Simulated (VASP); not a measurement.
A convergence study with VASP on Si (diamond): a few settings are varied, all else stays as given below, so the limit is that of these other settings. The cell's lengths are 1 % over those of the tabulated start and one atom is moved, so it is off equilibrium.

```
CELL_PARAMETERS angstrom
      0.00000     2.74266     2.74266
      2.74266     0.00000     2.74266
      2.74266     2.74266     0.00000
ATOMIC_POSITIONS crystal
  Si 0.00000 0.00000 0.00000
  Si 0.23895 0.26105 0.26105
```

Method: PBEsol GGA, VASP's PBE PAW potentials (set 64) (plane waves; VASP). The last row used: 550 eV cut-off, 7×7×7 Γ-centred mesh, Gaussian smearing of 0.050 eV, potentials Si.

```tsv
setting	E (eV/atom)	pressure (GPa)	largest force (eV/Å)	electronic steps
ALGO = Normal, EDIFF = 1E-2	-5.7257	-2.24	0.766	8
ALGO = Normal, EDIFF = 1E-3	-5.7257	-2.25	0.765	8
ALGO = Normal, EDIFF = 1E-4	-5.7257	-2.28	0.766	9
ALGO = Normal, EDIFF = 1E-5	-5.7257	-2.27	0.766	11
ALGO = Normal, EDIFF = 1E-6	-5.7257	-2.27	0.766	11
ALGO = Normal, EDIFF = 1E-7	-5.7257	-2.27	0.766	12
ALGO = Normal, EDIFF = 1E-8	-5.7257	-2.27	0.766	13
ALGO = Normal, EDIFF = 1E-9	-5.7257	-2.27	0.766	13
ALGO = Fast, EDIFF = 1E-2	-5.7256	-2.09	0.764	8
ALGO = Fast, EDIFF = 1E-3	-5.7256	-2.12	0.764	8
ALGO = Fast, EDIFF = 1E-4	-5.7257	-2.25	0.766	10
ALGO = Fast, EDIFF = 1E-5	-5.7257	-2.28	0.766	12
ALGO = Fast, EDIFF = 1E-6	-5.7257	-2.26	0.766	13
ALGO = Fast, EDIFF = 1E-7	-5.7257	-2.27	0.766	15
ALGO = Fast, EDIFF = 1E-8	-5.7257	-2.27	0.766	17
ALGO = Fast, EDIFF = 1E-9	-5.7257	-2.27	0.766	21
ALGO = All, EDIFF = 1E-2	-5.7250	-2.24	0.765	8
ALGO = All, EDIFF = 1E-3	-5.7257	-2.28	0.765	10
ALGO = All, EDIFF = 1E-4	-5.7257	-2.28	0.766	11
ALGO = All, EDIFF = 1E-5	-5.7257	-2.27	0.766	12
ALGO = All, EDIFF = 1E-6	-5.7257	-2.27	0.766	13
ALGO = All, EDIFF = 1E-7	-5.7257	-2.27	0.766	14
ALGO = All, EDIFF = 1E-8	-5.7257	-2.27	0.766	15
ALGO = All, EDIFF = 1E-9	-5.7257	-2.27	0.766	16
```

Left out are rungs that failed or repeat a setting and relaxations that didn't move; long series are thinned to 24 rows.

The compound is Si in the diamond structure. The cell was not relaxed at this level, it is distorted from the ideal structure.
